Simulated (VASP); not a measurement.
```yaml
crystal:
  lattice:
    - [-1.57500, 1.57500, 1.57500]
    - [1.57500, -1.57500, 1.57500]
    - [1.57500, 1.57500, -1.57500]
  atoms:
    - { symbol: Mo, position: [0.00000, 0.00000, 0.00000] }
```

Computed with PBE GGA, VASP's PBE PAW potentials (set 64) (plane waves; VASP 6.6.1). Numerical set-up: 300 eV cut-off, 10×10×10 Γ-centred mesh, Gaussian smearing of 0.050 eV, potentials Mo_sv.

At this cut-off the stress carries a Pulay error, which pulls relaxed volumes low.

Give the stress tensor in GPa (positive for a compressed cell).

```
2.12  0.00  0.00
0.00  2.12  0.00
0.00  0.00  2.12
```
The pressure is its mean diagonal, 2.12 GPa.

The structure is a typed Mo crystal (Im-3m). The cell was not relaxed at this level.
